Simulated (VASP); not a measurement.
Input for VASP

### INCAR
```
SYSTEM = BaO
PREC = Accurate
ENCUT = 520
EDIFF = 1E-7
NELM = 100
ALGO = Normal
LREAL = .FALSE.
LASPH = .TRUE.
ISMEAR = -5
GGA = RP
LMAXMIX = 4
LWAVE = .FALSE.
LCHARG = .TRUE.
LORBIT = 11
NEDOS = 601
ISIF = 2
```

### POSCAR
```
BaO
2.8396840
  0.0000000000   0.9999999541   0.9999999541
  0.9999999541   0.0000000000   0.9999999541
  0.9999999541   0.9999999541   0.0000000000
Ba O
1 1
Cartesian
  0.0000000000   0.0000000000   0.0000000000
  0.9999999541   0.9999999541   0.9999999541
```

### KPOINTS
```
Automatic
0
Gamma
  9 9 9
0 0 0
```

POTCAR, in this order: Ba_sv O (PBE.64 set). Program: vasp_std.

### Question
Write an equivalent input for Ansatz.

### Answer
One equivalent input (not run):
Ansatz 0.2 input:
```yaml
crystal:
  lattice:
    - [0.0000000, 2.8396839, 2.8396839]
    - [2.8396839, 0.0000000, 2.8396839]
    - [2.8396839, 2.8396839, 0.0000000]
  atoms:
    - { symbol: Ba, position: [0.0000000, 0.0000000, 0.0000000] }
    - { symbol: O, position: [0.5000000, 0.5000000, 0.5000000] }
kpoints:
  mp_grid: { grid: [9, 9, 9] }
hamiltonian:
  xc: rpbe
  pseudopotentials: { kind: paw }
scf:
  occupations: { method: tetrahedron }
  max_iter: 100
output: { forces: true, stress: true, eigenvalues: true }
```
The two are equivalent in intent, not identical: each code has its own PAW files, so the cut-off isn't converted (ENCUT is set for VASP's; basis.ecutwfc is left out, and Ansatz then takes the one that its files recommend); Ansatz stops its SCF on the density residual and VASP on the energy change (EDIFF).

The compound is BaO in the rock salt structure. It was relaxed first, which changed the volume by +8 %.
